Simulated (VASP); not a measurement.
Set up this calculation in VASP 6.6.1, as the native input.

```
Task                   : relaxation of cell and atoms
Functional             : LDA
Potentials or basis    : VASP PAW LDA potentials, release 64 (Zn)
Cutoff                 : 600 eV
k mesh                 : 7 × 7 × 7
Occupations            : fermi-dirac, width 0.05 eV
Spin                   : no spin polarisation
Target pressure        : 2 GPa
Further INCAR settings : ALGO = Normal; EDIFF = 1e-07; IBRION = 2; EDIFFG = -0.005; NSW = 40; ISIF = 3
Target pressure        : 2 GPa
```

The structure of Zn lies in POSCAR:

```
Zn
1.0
    3.7711300000      0.0000000000      0.0000000000
    0.0000000000      3.7711300000      0.0000000000
    0.0000000000      0.0000000000      3.7711300000
Zn
3
Direct
    0.0000000000      0.5000000000      0.5000000000
    0.5000000000      0.0000000000      0.5000000000
    0.5000000000      0.5000000000      0.0000000000
```

The cell was built by a generator and needn't be a form met in nature.

The input as run:

INCAR

```
SYSTEM = Zn
  PREC = Accurate
  ENCUT = 600
  EDIFF = 1E-7
  ISMEAR = -1
  SIGMA = 0.05
  LREAL = .FALSE.
  LASPH = .TRUE.
  NELM = 60
  ALGO = Normal
  ISIF = 3
  LWAVE = .FALSE.
  LCHARG = .FALSE.
  GGA = CA
  IBRION = 2
  NSW = 40
  EDIFFG = -0.005
  PSTRESS = 20
```

KPOINTS

```
regular mesh
0
G
  7 7 7
  0 0 0
```

Potentials or basis: VASP PAW LDA potentials, release 64 (Zn).

The run is started by

```sh
$ cat potpaw_LDA.64/Zn/POTCAR > POTCAR
$ mpirun -np 1 vasp_std > vasp.out
```

Results of the run:

The relaxed volume is 15.43 Å³/atom. The relaxed cell is a = 3.591 Å, b = 3.591 Å, c = 3.591 Å, α = 90.00°, β = 90.00°, γ = 90.00° and the space group after relaxing (to 0.05 Å) is Pm-3m (No. 221). The energy change on relaxing (the enthalpy is what falls) is -48.3 meV/atom. The ionic steps are 3 and the pressure after relaxing is 2.0 GPa. The band gap on the k mesh is none (metal or under the smearing width).

Caveat: the cell is relaxed towards a set pressure, so the enthalpy falls and the energy may rise.

Wall time 28 s on 1 thread of Intel(R) Xeon(R) Platinum 8488C (Sapphire Rapids) (shared host), peak memory 0.15 GiB.
